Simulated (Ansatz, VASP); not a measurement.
## MgBe in VASP and in Ansatz

The input INCAR:

```
PREC = Accurate ; ENCUT = 520
EDIFF = 1E-6 ; ISMEAR = 0
SIGMA = 0.1 ; LREAL = False
LASPH = True ; NELM = 100
ALGO = Fast ; ISIF = 2
LWAVE = False ; LCHARG = False
GGA = PS ; NBANDS = 12
```

Contents of KPOINTS:

```
Automatic mesh
0
Gamma
  12 8 8
```

Contents of POSCAR:

```
MgBe
1.0
    3.5207896979      0.0000000000      0.0000000000
    0.0000000000      5.1694904398      0.0000000000
    0.0000000000      0.0000000000      5.1469691672
Be Mg
2 2
Direct
    0.0000000000      0.0000000000      0.9042260000
    0.5000000000      0.5000000000      0.0957740000
    0.5000000000      0.0000000000      0.4143060000
    0.0000000000      0.5000000000      0.5856940000
```

Input for Ansatz:

```yaml
crystal:
  lattice:
    - [3.5207896979, 0.0, 0.0]
    - [0.0, 5.1694904398, 0.0]
    - [0.0, 0.0, 5.1469691672]
  atoms:
    - { symbol: Be, position: [0.0, 0.0, 0.904226] }
    - { symbol: Be, position: [0.5, 0.5, 0.095774] }
    - { symbol: Mg, position: [0.5, 0.0, 0.414306] }
    - { symbol: Mg, position: [0.0, 0.5, 0.585694] }
basis:
  ecutwfc: 420
kpoints:
  mp_grid: { grid: [12, 8, 8] }
hamiltonian:
  xc: pbesol
scf:
  occupations: { method: gaussian, width: 0.1 }
output:
  forces: true
  stress: true
  eigenvalues: true
```

Alike in both runs: task single point; functional PBEsol; k mesh 12 × 8 × 8; occupations gaussian, width 0.1 eV; no spin polarisation.

|  | VASP | Ansatz |
| --- | --- | --- |
| version | VASP 6.6.1 | Ansatz 0.2.0 |
| potentials or method | VASP PAW PBE potentials, release 64 (Be, Mg) | scalar-relativistic, plane waves, PAW |
| plane-wave cutoff (eV) | 520 | 420 |
| valence electrons in the cell | 8 | 24 |

Ansatz gave:

* gap on the k mesh at the Fermi level (eV): none
* pressure (GPa): -11.0
* largest component of the traceless stress (GPa): 0.18
* rms of the force components (eV/Å): 0.091

Q: Which values does VASP return?

A: gap on the k mesh at the Fermi level (eV): none; pressure (GPa): -11.0; largest component of the traceless stress (GPa): 0.17; rms of the force components (eV/Å): 0.090.

Atom by atom the forces differ by 0.001 eV/Å (rms over components). A gap of «none» marks a metal or a gap that the smearing closes. The two sets of potentials don't hold the same shells in valence.

Caveats: the PAW data sets were made with another functional, which shifts forces and pressure a little (VASP).
